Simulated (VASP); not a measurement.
Given:

```
MnO
1.0
    4.46175     2.25872     2.23362
    2.23088     4.51743     2.23362
    2.23088     2.25872     4.46725
Mn O
2 2
Direct
  0.00000   0.00000   0.00000
  0.50000   0.50000   0.50000
  0.25000   0.25000   0.25000
  0.77733   0.74089   0.74089
```
Starting moments (μB, in the order of the record's atoms Mn Mn O O): 5.0 -5.0 0.0 0.0.

Method: PBE GGA, VASP's PBE PAW potentials (set 64) (plane waves; VASP). Settings: 520 eV cut-off, 4×4×4 Γ-centred mesh, Gaussian smearing of 0.050 eV, potentials Mn_pv O.

Question: Give the force on each atom (eV/Å).

Answer: 
```json
[
 {"atom": "Mn1", "Fx": "0.018", "Fy": "0.035", "Fz": "0.039"},
 {"atom": "Mn2", "Fx": "0.088", "Fy": "0.033", "Fz": "0.036"},
 {"atom": "O3", "Fx": "0.126", "Fy": "0.086", "Fz": "0.093"},
 {"atom": "O4", "Fx": "-0.232", "Fy": "-0.154", "Fz": "-0.167"}
]
```

Question: Give the stress tensor in GPa (positive for a compressed cell).

Answer: 
```
-3.11  -1.57  -1.72
-1.57  -4.14  -1.54
-1.72  -1.54  -3.71
```
The pressure is its mean diagonal, -3.65 GPa.

The compound is MnO in the rock salt, AFM-II order structure. The cell was not relaxed at this level, atoms are displaced from their ideal sites. The k-mesh is coarse (spacing up to 0.58 per Å, 2π included), so the numbers may not be converged in it. The run is one of a series of settings (KPOINTS 4×4×4 Γ-centred mesh against the base run), some of them coarse on purpose.
